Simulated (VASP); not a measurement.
A run of VASP 6.6.1:

Contents of INCAR:

```
SYSTEM = BaMn2Sb2
PREC = Accurate ; ENCUT = 520
EDIFF = 1E-7 ; ISMEAR = 0
SIGMA = 0.02 ; LREAL = .False.
LASPH = .True. ; NELM = 100
ALGO = Normal ; ISIF = 2
LWAVE = .False. ; LCHARG = .False.
ISPIN = 2 ; MAGMOM = 0 3.5 -3.5 0 0
LORBIT = 11 ; LMAXMIX = 4
GGA = PS ; NBANDS = 35
```

File KPOINTS:

```
regular mesh
0
Gamma
  10 10 10
  0 0 0
```

Contents of POSCAR:

```
BaMn2Sb2
1.0
   -2.1985000000      2.1985000000      7.1650000000
    2.1985000000     -2.1985000000      7.1650000000
    2.1985000000      2.1985000000     -7.1650000000
Ba Mn Sb
1 2 2
Direct
    0.0000000000      0.0000000000      0.0000000000
    0.7500000000      0.2500000000      0.5000000000
    0.2500000000      0.7500000000      0.5000000000
    0.3642000000      0.3642000000      0.0000000000
    0.6358000000      0.6358000000      0.0000000000
```

File KPOINTS_OPT:

```
path GXYSGZS1NPY1Z,XP
20
line-mode
reciprocal
 0.0000000000  0.0000000000  0.0000000000  G
-0.5000000000  0.5000000000  0.0000000000  X

-0.5000000000  0.5000000000  0.0000000000  X
-0.5000000000  0.5000000000 -0.0470750245  Y

-0.5000000000  0.5000000000 -0.0470750245  Y
-0.2735375123  0.2735375123 -0.2735375123  S

-0.2735375123  0.2735375123 -0.2735375123  S
 0.0000000000  0.0000000000  0.0000000000  G

 0.0000000000  0.0000000000  0.0000000000  G
 0.5000000000  0.5000000000 -0.5000000000  Z

 0.5000000000  0.5000000000 -0.5000000000  Z
 0.2735375123  0.7264624877 -0.7264624877  S1

 0.2735375123  0.7264624877 -0.7264624877  S1
 0.0000000000  0.5000000000 -0.5000000000  N

 0.0000000000  0.5000000000 -0.5000000000  N
-0.2500000000  0.7500000000 -0.2500000000  P

-0.2500000000  0.7500000000 -0.2500000000  P
 0.0470750245  0.9529249755 -0.5000000000  Y1

 0.0470750245  0.9529249755 -0.5000000000  Y1
 0.5000000000  0.5000000000 -0.5000000000  Z

-0.5000000000  0.5000000000  0.0000000000  X
-0.2500000000  0.7500000000 -0.2500000000  P
```

Potentials or basis: VASP PAW PBE potentials, release 64 (Ba_sv, Mn_pv, Sb).

Command:

```sh
$ cat potpaw_PBE.64/Ba_sv/POTCAR potpaw_PBE.64/Mn_pv/POTCAR potpaw_PBE.64/Sb/POTCAR > POTCAR
$ mpirun -np 1 vasp_std > vasp.out
```

Hardware: 1 thread of Intel(R) Xeon(R) Platinum 8559C (Emerald Rapids) (shared host).

Problem. Estimate the wall time of this run.

Solution. It took 84 min on 1 thread of Intel(R) Xeon(R) Platinum 8559C (Emerald Rapids), with other jobs on the host, peak memory 1.4 GiB. Counts: scf iterations 49, k points 102.
